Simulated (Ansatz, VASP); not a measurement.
# BeInCl3: VASP beside Ansatz

One calculation is typed for both programs; each brings its own data sets. How far apart do they land? The cell is generated by rule, not measured, and may not be a known phase. The cell is taken from a series of runs on this material, whose earlier steps may have relaxed, scaled, displaced or heated it; both programs get it as it stands.

Program: Ansatz 0.2.0. Level of theory: plane waves, with VASP 6.6.1 beside it; zone-centre phonons at PBEsol. Results are calculated unless marked as measured.

The structure was built from a prototype and need not be the compound's stable phase.

## 1. Starting point

It takes space group R3m (No. 160, trigonal). The conventional cell has a = 6.743 Å, b = 6.743 Å, c = 9.636 Å, α = 90.00°, β = 90.00°, γ = 120.00°. Nearest to In lie 3 Cl at 3.18 Å. Nearest to Be lie 3 Cl at 1.92 Å. Nearest to Cl lie 1 Be at 1.92 Å and 1 In at 3.18 Å. Farther neighbours and most contacts between anions are not listed.

## 2. Ansatz: zone-centre phonons, PBEsol

Ansatz runs on its PAW soft_1 files.

Second derivatives magnify differences that forces hide, and they need a tight electronic threshold.

Contents of input.yaml:

```yaml
crystal:
  lattice:
    - [3.3715098006, 1.9465420909, 3.2121361672]
    - [-3.3715098006, 1.9465420909, 3.2121361672]
    - [0.0, -3.8930841819, 3.2121361672]
  atoms:
    - { symbol: In, position: [0.0413004122, 0.0413004122, 0.0413004122] }
    - { symbol: Be, position: [0.6173147898, 0.6173147898, 0.6173147898] }
    - { symbol: Cl, position: [0.4686313543, 0.9594516568, 0.4686313543] }
    - { symbol: Cl, position: [0.9594516568, 0.4686313543, 0.4686313543] }
    - { symbol: Cl, position: [0.4686313543, 0.4686313543, 0.9594516568] }
kpoints:
  mp_grid: { grid: [6, 6, 6] }
hamiltonian:
  xc: pbesol
  pseudopotentials: { kind: paw, azcp: { folder: soft_1 }, xc_functional: pbe }
scf:
  occupations: { method: fixed }
output:
  eigenvalues: true
phonons:
  method: dfpt
  dielectric: true
  rigid_motions: translations
```

Command:

```
$ ansatz run input.yaml --threads 8 --pin off --max-ram 16384MiB --backend cpu --events-out ev --progress --plain --runs-dir out
```

Numbers of over 12 decimals in the logs are rounded to 6 here.

What it wrote:

```text
Engine: ansatz 0.2.0, x86_64-unknown-linux-gnu
Pseudopotentials: kind: paw
Pseudopotential: In, paw, valence charge 13, recommended cutoff 420 eV (normal), soft_1/In.paw.azcp
Pseudopotential: Be, paw, valence charge 2, recommended cutoff 420 eV (normal), soft_1/Be.paw.azcp
Pseudopotential: Cl, paw, valence charge 7, recommended cutoff 420 eV (normal), soft_1/Cl.paw.azcp
Functional definition: PBEsol
  exchange = pbesol_x
  correlation = pbesol_c
Crystal: 5 atoms, lattice volume = 126.483 Å³
Basis set: ecut = 420 eV, 2483 PW (Γ), exchange–correlation on 72×72×72 points (8 copies of the dense FFT grid, shifted against one another)
Bands: 23, of which v1, the nominal top of the filled ones, is band 18 counted from 1 (17 counted from 0)
Symmetry: 6 space group operations
k-points: 112 of 216 (irreducible under 1 space group operation, time reversal used)
Non-local potential: In, projectors of the file, l = 0: 2, l = 1: 2, l = 2: 2, l = 3: 1
Non-local potential: Be, projectors of the file, l = 0: 2, l = 1: 2, l = 2: 1
Non-local potential: Cl, projectors of the file, l = 0: 2, l = 1: 2, l = 2: 1
PAW form: soft (Blöchl's): semilocal exchange-correlation on the pseudo side does not see the compensation charge
PAW frozen core: In, regenerated for the run's functional, and the local potential with it (the file was generated under x = pbe(κ = 0.804, μ = 0.219515), c = pbe(β = 0.066725))
PAW frozen core: Be, regenerated for the run's functional, and the local potential with it (the file was generated under x = pbe(κ = 0.804, μ = 0.219515), c = pbe(β = 0.066725))
PAW frozen core: Cl, regenerated for the run's functional, and the local potential with it (the file was generated under x = pbe(κ = 0.804, μ = 0.219515), c = pbe(β = 0.066725))
PAW one-centre angular grid: In, 590 points (default); XC on 64 Gauss nodes
PAW one-centre angular grid: Be, 110 points (default); XC on 64 Gauss nodes
PAW one-centre angular grid: Cl, 110 points (default); XC on 64 Gauss nodes
Initial density: superposition of atomic densities (chi_scale 0.1, normalization cell, long waves kept (reshape's long-wave potential 0.06 eV rms))
Initial wavefunctions: pseudopotential atomic-orbital guess
Functional: x = pbesol(κ = 0.804, μ = 0.123457), c = pbesol(β = 0.046)
SCF iter   1: F=—  HF=-8805.115457 eV  |F-HF|=—  |Δ(HF+E_count)|=         —  Δρ=4.06e-2  dr2=3.20e0  ethr=3.10e-3  ⟨swp⟩=5.5  Hψ=12194  notcnv=0  defer=300
preconditioner: auto → Resta (q_TF=auto, 2.213 Å⁻¹)  ε∞=3.3  [insulator: Δε(μ)=2.959 eV  Ē_g=13.180 eV  n_scr=20 (ndim 8)  ℏωp=19.8 eV  f_vac=0.000  ε∞_Penn≈3.3]
SCF iter   2: F=—  HF=-8803.947728 eV  |F-HF|=—  |Δ(HF+E_count)|=    1.17e0  Δρ=1.51e-2  dr2=5.29e-1  ethr=3.10e-3  ⟨swp⟩=3.0  Hψ=6164  notcnv=0  defer=223
SCF iter   3: F=—  HF=-8803.750874 eV  |F-HF|=—  |Δ(HF+E_count)|=   1.97e-1  Δρ=4.74e-3  dr2=5.58e-2  ethr=1.47e-3  ⟨swp⟩=3.0  Hψ=4738  notcnv=0  defer=312
SCF iter   4: F=—  HF=-8803.732860 eV  |F-HF|=—  |Δ(HF+E_count)|=   1.80e-2  Δρ=8.70e-4  dr2=1.56e-3  ethr=1.55e-4  ⟨swp⟩=4.0  Hψ=5472  notcnv=0  defer=332
SCF iter   5: F=—  HF=-8803.733310 eV  |F-HF|=—  |Δ(HF+E_count)|=   4.49e-4  Δρ=3.03e-4  dr2=1.27e-4  ethr=4.32e-6  ⟨swp⟩=2.0  Hψ=4721  notcnv=0  defer=334
SCF iter   6: F=—  HF=-8803.733469 eV  |F-HF|=—  |Δ(HF+E_count)|=   1.59e-4  Δρ=6.11e-5  dr2=6.56e-6  ethr=3.52e-7  ⟨swp⟩=2.0  Hψ=3820  notcnv=0  defer=331
SCF iter   7: F=—  HF=-8803.733477 eV  |F-HF|=—  |Δ(HF+E_count)|=   8.42e-6  Δρ=2.03e-5  dr2=6.80e-7  ethr=1.82e-8  ⟨swp⟩=2.1  Hψ=4459  notcnv=0  defer=331
SCF iter   8: F=—  HF=-8803.733477 eV  |F-HF|=—  |Δ(HF+E_count)|=   7.39e-7  Δρ=5.43e-6  dr2=3.74e-8  ethr=1.89e-9  ⟨swp⟩=2.0  Hψ=4143  notcnv=0  defer=130
SCF iter   9: F=—  HF=-8803.733477 eV  |F-HF|=—  |Δ(HF+E_count)|=   1.81e-8  Δρ=1.14e-6  dr2=1.72e-9  ethr=1.04e-10  ⟨swp⟩=2.0  Hψ=4151  notcnv=0  defer=130
SCF iter  10: F=—  HF=-8803.733477 eV  |F-HF|=—  |Δ(HF+E_count)|=  8.84e-10  Δρ=3.55e-7  dr2=2.60e-10  ethr=4.77e-12  ⟨swp⟩=2.0  Hψ=4468  notcnv=0  defer=130
SCF iter  11: F=-8803.733477 eV  HF=-8803.733477 eV  |F-HF|=7.28e-12  |Δ(HF+E_count)|=  5.09e-11  Δρ=1.20e-7  dr2=2.30e-11  ethr=1.00e-12  ⟨swp⟩=17.3  Hψ=20206  notcnv=0
SCF 1 converged in 11 iterations: F = -8803.733477 eV  dr2 = 2.30e-11
  greatest PAW one-centre occupation: 0.984 electrons in one spin orbital (limit 2), on the In atom at site 0 (counted from 0), in its partial waves of l = 2
NSCF: frozen V_eff on 6 k-points
DFPT response loops at Γ: preconditioner auto → none (the input reference at scf.mixing.eps_inf says where Resta's filter doesn't serve); β = 0.50; Broyden in place of MSR1
── the response to a field inside a basis, on 6×6×6 k-points: an SCF that follows is theirs, and a resumed run solves both again ──
Bands: 19, of which v1, the nominal top of the filled ones, is band 18 counted from 1 (17 counted from 0)
k-points: 28 of 216 (time reversal used)
Initial density: handed on by an earlier stage of this run
Initial wavefunctions: pseudopotential atomic-orbital guess (no wavefunctions were taken with the density)
Eigensolver: Dense (28 Hₖ)
SCF iter   1: F=—  HF=-8803.722654 eV  |F-HF|=—  |Δ(HF+E_count)|=         —  Δρ=1.25e-4  dr2=4.00e-6  ethr=1.00e-1
preconditioner: auto → Resta (q_TF=auto, 2.213 Å⁻¹)  ε∞=4.1  [insulator: Δε(μ)=3.432 eV  Ē_g=11.181 eV  n_scr=20 (ndim 8)  ℏωp=19.8 eV  f_vac=0.014  ε∞_Penn≈4.1]
SCF iter   2: F=—  HF=-8803.722657 eV  |F-HF|=—  |Δ(HF+E_count)|=   3.05e-6  Δρ=6.44e-5  dr2=1.13e-6  ethr=1.11e-8
SCF iter   3: F=-8803.722659 eV  HF=-8803.722659 eV  |F-HF|=2.68e-8  |Δ(HF+E_count)|=   1.48e-6  Δρ=8.12e-6  dr2=2.82e-8  ethr=3.13e-9
SCF 1 converged in 3 iterations: F = -8803.722659 eV  dr2 = 2.82e-8
DFPT response loops at Γ: mixed as the last ones told, above
SCF converged after 11 iterations
Free energy (F): -8803.733477 eV
Harris-Foulkes:  -8803.733477 eV  (|F-HF|=7.28e-12)
Internal energy: -8803.733477 eV  (E = F + TS)
E sigma→0 (E₀):  -8803.733477 eV
Fermi energy:    2.503702 eV
--- Per-component energies (eV) ---
  E_band       = -165.981735
  E_kinetic    = 689.591336
  E_local      = -2056.172544  (includes V_loc(G=0)·N_el)
  E_nonlocal   = 427.653362
  E_hartree    = 753.863865
  E_xc         = -480.866093
  E_vxc        = -457.443775  (∫ρ·V_xc dr)
  E_paw        = -6112.707572  (= ΣΔE_a)
  E_vpaw       = -277.338279  (= ΣTr[D̂ρ^β])
  E_aug_tail   = 0.000449  (compensation charges beyond the density's cutoff)
  E_ewald      = -2025.577010
  E_core_change = 0.480731  (= ΣΔE_core)
  E_smearing   = -0.000000  (= −TS)
  E_closure    = -0.000000  (closes the sum)
  Σ components = -8803.733477   (vs F -8803.733477, Δ=0.00e0)
--- Band table (eV; the first three rows and the last of 112) ---
  k-point 0: bands = [... 14 lower, 0.9621, 1.1508, 1.1508, 1.4605, 6.6773, 7.5897, 7.7460, 7.7460, ... 1 higher]
  k-point 1: bands = [... 14 lower, 1.0107, 1.0769, 1.3881, 1.5108, 6.8314, 7.1408, 7.7886, 7.8202, ... 1 higher]
  k-point 2: bands = [... 14 lower, 0.8450, 0.9975, 1.3166, 2.1643, 6.2382, 7.3405, 7.7913, 7.8843, ... 1 higher]
  k-point 111: bands = [... 14 lower, 0.9920, 1.4818, 1.4818, 1.8227, 7.2938, 8.1384, 8.1384, 8.9289, ... 1 higher]
--- Phonons (Γ-DFPT): 6 representative perturbations + reference, on 112 of 216 k-points (Σ response iterations 19) ---
  k mesh reduced under 1 symmetry operation, with k and −k counted as one. Each operation leaves every solved perturbation unchanged. A smaller set is not considered because the run solves the response to a homogeneous field
  ASR residual: 1.024e-4 → 0.000e0 eV/Å²; symmetrization residual: 3.500e-5 eV/Å²
  ASR residual per site (eV/Å²): 2.67e-5 1.02e-4 3.75e-5 3.75e-5 3.91e-5
  Γ frequencies (cm⁻¹): 0.00 0.00 0.00 11.63 11.63 57.24 58.17 93.60 93.60 171.64 171.64 284.04 348.84 716.69 716.69
  ε∞ (high-frequency dielectric tensor):
        3.932414    -0.000000    -0.000000
       -0.000000     3.932414     0.000000
       -0.000000     0.000000     3.461682
  ε⁰ (static dielectric tensor: ions relaxed, cell fixed):
      261.444657     0.000000    -0.000000
        0.000000   261.444657     0.000000
       -0.000000     0.000000     9.469770
  ε⁰ − ε∞ (ionic part):
      257.512243     0.000000    -0.000000
        0.000000   257.512243     0.000000
       -0.000000     0.000000     6.008088
  softest optical mode at Γ: 11.63 cm⁻¹; the repairs (sum rule, projections) moved no ω² at Γ by more than (4.36 cm⁻¹)²
  Born effective charges Z* (e; rows j = field, columns β = displacement):
    site 0:
         2.13735   -0.00000   -0.00000
        -0.00000    2.13735    0.00000
        -0.00000    0.00000    1.70788
    site 1:
         2.19576   -0.00000    0.00000
        -0.00000    2.19576    0.00000
         0.00000    0.00000    0.69487
    site 2:
        -1.57408    0.22467   -0.17816
         0.22467   -1.31465    0.10286
        -0.17593    0.10157   -0.80092
    site 3:
        -1.57408   -0.22467    0.17816
        -0.22467   -1.31465    0.10286
         0.17593    0.10157   -0.80092
    site 4:
        -1.18494   -0.00000   -0.00000
        -0.00000   -1.70379   -0.20572
        -0.00000   -0.20314   -0.80092
  Z* charge neutrality: 4.732e-3 e pre-enforcement
  solved inside a basis spanned on kpoints, on 6×6×6 k-points, its susceptibility summed on 10×10×10: ε∞ is read to err by 9.8e-3, Z* by 1.6e-2 e (field_mesh: kpoints solves on kpoints); Z* is corrected for what the basis lacks
  optical modes at Γ without the LO–TO term, one row a degenerate level:
      ω (cm⁻¹)  modes    IR ((D/Å)²/amu)
[...]
optical modes at Γ + LO–TO along q̂ = [1.0000, 0.0000, 0.0000]:
      ω (cm⁻¹)  modes    IR ((D/Å)²/amu)
[...]
optical modes at Γ + LO–TO along q̂ = [0.0000, 1.0000, 0.0000]:
      ω (cm⁻¹)  modes    IR ((D/Å)²/amu)
[...]
optical modes at Γ + LO–TO along q̂ = [0.0000, 0.0000, 1.0000]:
      ω (cm⁻¹)  modes    IR ((D/Å)²/amu)
         11.63      2             4.1182
         57.24      1             0.0000
         90.54      1             0.8640
         93.60      2             0.2418
        171.64      2             0.6286
        301.17      1             2.1414
        349.60      1             0.1497
        716.69      2            30.0237
```

(Part 1 of 3 ends here.)

[Lines on the potential files, build, host, timing and source positions are cut from VASP's logs without a mark.]

[Logs are printed without paths, hosts, clocks, repeated set-up lines and the standing remarks that a program may print on its own settings, such as how far it seeks lower states.]

[Hosts, paths, dates, database ids (printed as entryN), source tags and the programs' standing remarks are cut or masked in the printed files.]
